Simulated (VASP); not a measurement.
# A VASP study of MnF2 (LDA + U): structure first, properties next, part 3 of 3

What structure and properties does LDA + U give MnF2, and how near are they to the measured ones? The start is a cell from a database of measured crystal structures.

VASP 6.6.1, plane waves and PAW; the level of theory is named at each step.

So far, gap on the k-mesh (eV): step 2 (magnetic start: ferromagnetic) 2.42; step 10 (density, ELF and potential (LDA + U)) 3.46; step 12 (total and projected DOS (LDA + U)) 3.46; step 14 (optical spectrum (LDA + U)) 3.46; step 15 (core-level energies (LDA + U)) 3.46. The relaxed cell has a = 4.802, c = 3.256 Å (conventional setting).

### Step 16. Bands along the symmetry lines (LDA + U) with a changed input

Levels along the symmetry lines show where the bands peak and cross; KPOINTS_OPT computes them in the converged potential. Some settings are moved from the usual, to see what they do.

Input file INCAR:

```
SYSTEM = MnF2
PREC = Accurate
ENCUT = 520
EDIFF = 1E-06
NELM = 100
ISMEAR = 0
SIGMA = 0.05
LREAL = .FALSE.
ALGO = Normal
GGA = CA
NBANDS = 46
ISPIN = 2
MAGMOM = 4.654 -4.654 -0.019 0.019 -0.019 0.019
LDAU = .TRUE.
LDAUTYPE = 2
LDAUL = 2 -1
LDAUU = 5 0
LDAUJ = 0 0
LDAUPRINT = 1
LASPH = .TRUE.
LMAXMIX = 4
LORBIT = 11
LWAVE = .FALSE.
LCHARG = .FALSE.
KPAR = 8
IMIX = 1
AMIX = 0.2
```

Input file POSCAR:

```
MnF2
1.0
    4.8023731950      0.0000000000      0.0000000000
    0.0000000000      4.8023731950      0.0000000000
    0.0000000000      0.0000000000      3.2560256651
Mn F
2 4
Direct
    0.0000000000      0.0000000000      0.0000000000
    0.5000000000      0.5000000000      0.5000000000
    0.3044539240      0.3044539240      0.0000000000
    0.1955460760      0.8044539240      0.5000000000
    0.6955460760      0.6955460760      0.0000000000
    0.8044539240      0.1955460760      0.5000000000
```

Input file KPOINTS:

```
Automatic mesh
0
Gamma
5 5 7
0 0 0
```

Input file KPOINTS_OPT:

```
Line mode
16
Line-mode
Reciprocal
  0.00000000   0.00000000   0.00000000 GAMMA
  0.00000000   0.50000000   0.00000000 X

  0.00000000   0.50000000   0.00000000 X
  0.50000000   0.50000000   0.00000000 M

  0.50000000   0.50000000   0.00000000 M
  0.00000000   0.00000000   0.00000000 GAMMA

  0.00000000   0.00000000   0.00000000 GAMMA
  0.00000000   0.00000000   0.50000000 Z

  0.00000000   0.00000000   0.50000000 Z
  0.00000000   0.50000000   0.50000000 R

  0.00000000   0.50000000   0.50000000 R
  0.50000000   0.50000000   0.50000000 A

  0.50000000   0.50000000   0.50000000 A
  0.00000000   0.00000000   0.50000000 Z

  0.00000000   0.50000000   0.00000000 X
  0.00000000   0.50000000   0.50000000 R

  0.50000000   0.50000000   0.00000000 M
  0.50000000   0.50000000   0.50000000 A
```

PAW data sets: Mn_pv and F (LDA family, release 64).

Run with:

```console
mpirun -np 8 vasp_std
```

Elapsed: 66 s, on 8 MPI ranks of Intel Xeon 6975P-C (Granite Rapids), shared host; peak memory 2.6 GiB.

IMIX and AMIX act on the way to self-consistency or on speed; a fully converged result doesn't depend on them, though slow mixing can meet EDIFF with the stress still off.

This step gave:

* SCF cycles: 32
* bands: 46
* Fermi energy: 1.864 eV
* pressure: 0.06254 GPa
* least gap on mesh and path: 3.455 eV
* least direct gap on mesh and path: 3.500 eV
* valence top at k: 0, 0.5, 0

Spin up. The electronic bands at the labelled points (eV, zero at the valence-band top; v1 is the highest filled band, c1 the lowest empty one):

```
          point     v4     v3     v2     v1    c1    c2    c3    c4
              Γ  -1.85  -1.54  -0.48  -0.05  3.46  5.58  6.29  6.35
0.47 of the way  -1.82  -1.49  -0.31  -0.03  4.08  5.62  6.28  6.33
              X  -1.78  -1.46  -0.13   0.00  5.44  5.69  6.15  6.26
0.47 of the way  -1.80  -1.35  -0.40  -0.02  5.50  5.86  6.29  6.32
              M  -1.83  -1.27  -0.78  -0.05  5.57  6.04  6.32  6.34
0.47 of the way  -1.78  -1.40  -0.26  -0.05  4.96  5.62  6.29  6.35
              Γ  -1.85  -1.54  -0.48  -0.05  3.46  5.58  6.29  6.35
0.53 of the way  -1.63  -1.45  -0.53  -0.50  5.09  6.05  6.11  6.12
              Z  -1.65  -1.24  -0.73  -0.47  5.96  5.98  6.05  6.95
0.47 of the way  -1.71  -1.32  -0.78  -0.28  5.96  5.97  6.18  6.90
              R  -1.80  -1.44  -0.84  -0.06  5.95  5.96  6.32  6.85
0.53 of the way  -1.78  -1.46  -0.79  -0.13  5.97  5.98  6.33  6.80
              A  -1.77  -1.49  -0.75  -0.19  5.97  6.01  6.34  6.77
0.47 of the way  -1.78  -1.40  -0.74  -0.05  5.96  5.98  6.32  6.81
              Z  -1.65  -1.24  -0.73  -0.47  5.96  5.98  6.05  6.95
      jump to X  -1.78  -1.46  -0.13   0.00  5.44  5.69  6.15  6.26
0.47 of the way  -1.62  -1.58  -0.51  -0.12  5.93  6.13  6.13  6.20
              R  -1.80  -1.44  -0.84  -0.06  5.95  5.96  6.32  6.85
      jump to M  -1.83  -1.27  -0.78  -0.05  5.57  6.04  6.32  6.34
0.47 of the way  -1.69  -1.47  -0.51  -0.40  5.99  6.16  6.18  6.55
              A  -1.77  -1.49  -0.75  -0.19  5.97  6.01  6.34  6.77
```

Of the projections kept (Mn, F), the largest for each band there, as a share of the weight inside these atoms' spheres; weight between the spheres isn't counted:

| point | v4 | v3 | v2 | v1 | c1 | c2 | c3 | c4 |
| --- | --- | --- | --- | --- | --- | --- | --- | --- |
| Γ | Mn 0.90 | Mn 0.85 | Mn 0.76 | Mn 0.66 | Mn 0.62 | Mn 0.97 | Mn 0.92 | Mn 0.98 |
| X | Mn 0.87 | Mn 0.79 | Mn 0.67 | Mn 0.65 | Mn 0.91 | F 0.53 | Mn 0.70 | Mn 0.95 |
| M | Mn 0.90 | Mn 0.68 | Mn 0.82 | Mn 0.67 | Mn 0.92 | Mn 0.93 | Mn 0.95 | Mn 0.98 |
| Γ | Mn 0.90 | Mn 0.85 | Mn 0.76 | Mn 0.66 | Mn 0.62 | Mn 0.97 | Mn 0.92 | Mn 0.98 |
| Z | Mn 0.76 | Mn 0.70 | Mn 0.74 | Mn 0.78 | Mn 0.91 | Mn 0.95 | Mn 0.93 | Mn 0.95 |
| R | Mn 0.81 | Mn 0.77 | Mn 0.77 | Mn 0.68 | Mn 0.97 | Mn 0.93 | Mn 0.97 | Mn 0.93 |

Spin down. The electronic bands at the labelled points (eV, zero at the valence-band top; v1 is the highest filled band, c1 the lowest empty one):

```
          point     v4     v3     v2     v1    c1    c2    c3    c4
              Γ  -1.85  -1.54  -0.48  -0.05  3.46  5.58  6.29  6.35
0.47 of the way  -1.82  -1.49  -0.31  -0.03  4.08  5.62  6.28  6.33
              X  -1.78  -1.46  -0.13   0.00  5.44  5.69  6.15  6.26
0.47 of the way  -1.80  -1.35  -0.40  -0.02  5.50  5.86  6.29  6.32
              M  -1.83  -1.27  -0.78  -0.05  5.57  6.04  6.32  6.34
0.47 of the way  -1.84  -1.38  -0.55   0.00  4.79  5.74  6.28  6.31
              Γ  -1.85  -1.54  -0.48  -0.05  3.46  5.58  6.29  6.35
0.53 of the way  -1.63  -1.45  -0.53  -0.50  5.09  6.05  6.11  6.12
              Z  -1.65  -1.24  -0.73  -0.47  5.96  5.98  6.05  6.95
0.47 of the way  -1.71  -1.32  -0.78  -0.28  5.96  5.97  6.18  6.90
              R  -1.80  -1.44  -0.84  -0.06  5.95  5.96  6.32  6.85
0.53 of the way  -1.78  -1.46  -0.79  -0.13  5.97  5.98  6.33  6.80
              A  -1.77  -1.49  -0.75  -0.19  5.97  6.01  6.34  6.77
0.47 of the way  -1.72  -1.40  -0.85  -0.31  5.95  5.99  6.24  6.87
              Z  -1.65  -1.24  -0.73  -0.47  5.96  5.98  6.05  6.95
      jump to X  -1.78  -1.46  -0.13   0.00  5.44  5.69  6.15  6.26
0.47 of the way  -1.62  -1.58  -0.51  -0.12  5.93  6.13  6.13  6.20
              R  -1.80  -1.44  -0.84  -0.06  5.95  5.96  6.32  6.85
      jump to M  -1.83  -1.27  -0.78  -0.05  5.57  6.04  6.32  6.34
0.47 of the way  -1.69  -1.47  -0.51  -0.40  5.99  6.16  6.18  6.55
              A  -1.77  -1.49  -0.75  -0.19  5.97  6.01  6.34  6.77
```

Of the projections kept (Mn, F), the largest for each band there, as a share of the weight inside these atoms' spheres; weight between the spheres isn't counted:

```csv
point,v4,v3,v2,v1,c1,c2,c3,c4
Γ,Mn 0.90,Mn 0.85,Mn 0.76,Mn 0.66,Mn 0.62,Mn 0.97,Mn 0.92,Mn 0.98
X,Mn 0.87,Mn 0.79,Mn 0.67,Mn 0.65,Mn 0.91,F 0.53,Mn 0.70,Mn 0.95
M,Mn 0.90,Mn 0.68,Mn 0.82,Mn 0.67,Mn 0.92,Mn 0.93,Mn 0.95,Mn 0.98
Γ,Mn 0.90,Mn 0.85,Mn 0.76,Mn 0.66,Mn 0.62,Mn 0.97,Mn 0.92,Mn 0.98
Z,Mn 0.76,Mn 0.70,Mn 0.74,Mn 0.78,Mn 0.91,Mn 0.95,Mn 0.93,Mn 0.95
R,Mn 0.81,Mn 0.77,Mn 0.77,Mn 0.68,Mn 0.97,Mn 0.93,Mn 0.97,Mn 0.93
```

Against the sound run “Band structure (LDA + U)”, the energy at zero smearing moves by -0.0 meV an atom, the pressure by +0.07 GPa and the gap by -0.00 eV.

### Step 17. What came out

| Property | Result |
| --- | --- |
| relaxed volume | 12.52 Å³/atom |
| relaxed conventional cell a, b, c | 4.802, 4.802, 3.256 Å |
| space group after relaxing, within 0.02 Å | P4_2/mnm (No. 136) |
| moment of the cell (7×7×10 mesh) | 0 μB |
| largest site moment (7×7×10 mesh) | 4.65 μB on Mn1 |
| band gap | 3.46 eV, indirect (least direct gap of that run 3.50 eV) |
| gap among the points of the DOS mesh alone, an upper bound | 3.46 eV |
| highest zone-centre mode | 496 cm⁻¹ |
| strongest peak of ε2, mean over directions | 9.07 eV |
| ε1 at zero frequency, no local fields, mean | 2.45 |
| shallowest level of the frozen cores | Mn1 3s, 75.8 eV deep |

With LDA + U, MnF2 relaxes to 12.52 Å³/atom in space group P4_2/mnm, has an indirect gap of 3.46 eV and keeps moments of up to 4.65 μB (7×7×10 mesh). Against the listed cell the volume lies -4.5 % (a -1.5 %, c -1.7 %). Band structure (LDA + U), spin down: On this path the gap is indirect, 3.46 eV, with the valence top at X and the conduction bottom at Γ. The least direct gap is 3.50 eV. Zone-centre phonons (LDA + U): The highest mode in this list at Γ, 495.7 cm⁻¹, is mostly motion of F (100 % of the kinetic energy). Bands along the symmetry lines (LDA + U) with a changed input, spin up: The path shows an indirect gap of 3.46 eV (valence top at X, conduction bottom at Γ). The least direct gap is 3.50 eV. Bands along the symmetry lines (LDA + U) with a changed input, spin down: The path shows an indirect gap of 3.46 eV (valence top at X, conduction bottom at Γ). The least direct gap is 3.50 eV. Semilocal functionals usually underestimate gaps. Only a few collinear orders were tried, on the cell as listed. Modes at Γ alone can't show that the crystal is stable at other wave vectors, and the LO-TO splitting is not included. No search among competing phases was made, and a listed structure need not be the one stable at ambient conditions. All values are for a static lattice at zero temperature.

Comparison with the measured values:

| quantity | measured | LDA, DFT+U |
| --- | --- | --- |
| lattice constant a (Å) | 4.874 | 4.802 (-1.5 %) |
| Raman mode, Eg (cm⁻¹) | 246.7 | 264 (+7.1 %) |
| Raman mode, A1g (cm⁻¹) | 346.8 | 371 (+6.9 %) |
| infrared mode, Eu(1) TO (cm⁻¹) | 158.5 | 151 (-4.5 %) |
| infrared mode, Eu(2) TO (cm⁻¹) | 255.1 | 270 (+6.0 %) |
| infrared mode, A2u TO (cm⁻¹) | 289.6 | 325 (+12.1 %) |
| infrared mode, Eu(3) TO (cm⁻¹) | 357.9 | 405 (+13.2 %) |
| lattice constant c (Å) | not in our table of this source | 3.256 |

Measured values from pmc:4762571 (2016) and arxiv:0910.3137 (2009).

How well it matches: Measured modes were matched to the nearest mode of that symmetry; at LDA, DFT+U, 6 of them have a partner, and the computed frequencies miss them by 8.3 % on average (mean signed +6.8 %). 2 further measured lines are left out: they lack a usable label, or no computed mode of their label or degeneracy could be paired (by label, or within 15 % without labels). The lattice constant a is off by -1.5 %. The order used has no net moment, like the sample's, but its pattern may differ, so the match is not graded. For lattice constants, Raman mode and infrared mode the calculation has a static lattice, without zero-point motion or thermal expansion (measured at up to 300 K).

[Lines on the potential files, build, host, timing and source positions are cut from VASP's logs without a mark.]

[Logs are printed without paths, hosts, clocks, repeated set-up lines and the standing remarks that a program may print on its own settings, such as how far it seeks lower states.]

[Hosts, paths, dates, database ids (printed as entryN), source tags and the programs' standing remarks are cut or masked in the printed files.]

[A measured line is paired with the nearest computed mode of its activity, which favours agreement.]

[In band tables of VASP the shares of atoms and orbitals are scaled to a sum of 1 inside the atoms' spheres.]
